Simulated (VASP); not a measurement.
VASP ran on this input.

INCAR:
```
! general
SYSTEM  = MnS
PREC    = Accurate
ENCUT   = 400
LREAL   = .False.
LASPH   = .True.

! electronic loop
EDIFF   = 1E-6
NELM    = 100
ALGO    = Normal
LMAXMIX = 4

! smearing
ISMEAR  = 0
SIGMA   = 0.05

! functional
GGA     = PS

! spin
ISPIN   = 2
MAGMOM  = 0.0 4.0

! ions
IBRION  = 2
NSW     = 60
ISIF    = 3
EDIFFG  = -0.01

! output
LWAVE   = .False.
LCHARG  = .False.
LORBIT  = 10
```

File POSCAR:
```
MnS
1.0
  0.0000000000   2.8140700000   2.8140700000
  2.8140700000   0.0000000000   2.8140700000
  2.8140700000   2.8140700000   0.0000000000
S Mn
1 1
direct
  0.2500000000   0.2500000000   0.2500000000
  0.0000000000   0.0000000000   0.0000000000
```

**KPOINTS**
```
kpoints
0
gamma
 7 7 7
```

POTCAR, in this order: S Mn_pv (PBE.64 set). Program: vasp_std.

Translate this PBEsol calculation to Ansatz.

One equivalent input (not run):
Ansatz 0.2 input:
```yaml
crystal:
  lattice:
    - [0.0000000, 2.8140700, 2.8140700]
    - [2.8140700, 0.0000000, 2.8140700]
    - [2.8140700, 2.8140700, 0.0000000]
  atoms:
    - { symbol: S, position: [0.2500000, 0.2500000, 0.2500000] }
    - { symbol: Mn, position: [0.0000000, 0.0000000, 0.0000000], spin: 4 }
kpoints:
  mp_grid: { grid: [7, 7, 7] }
hamiltonian:
  xc: pbesol
  pseudopotentials: { kind: paw }
magnetization: { spin_polarized: true }
scf:
  occupations: { method: gaussian, width: 0.05 }
  max_iter: 100
relax:
  max_steps: 60
  f_tol: 0.01
  cell: {}
output: { forces: true, stress: true, eigenvalues: true }
```
The two are equivalent in intent, not identical: each code has its own PAW files, so the cut-off isn't converted (ENCUT is set for VASP's; basis.ecutwfc is left out, and Ansatz then takes the one that its files recommend); Ansatz stops its SCF on the density residual and VASP on the energy change (EDIFF).

The structure was generated: MnS was put into the zincblende type (F-43m), which need not be its known phase. This run relaxes it. Symmetry was kept, so distortions that lower it aren't found.
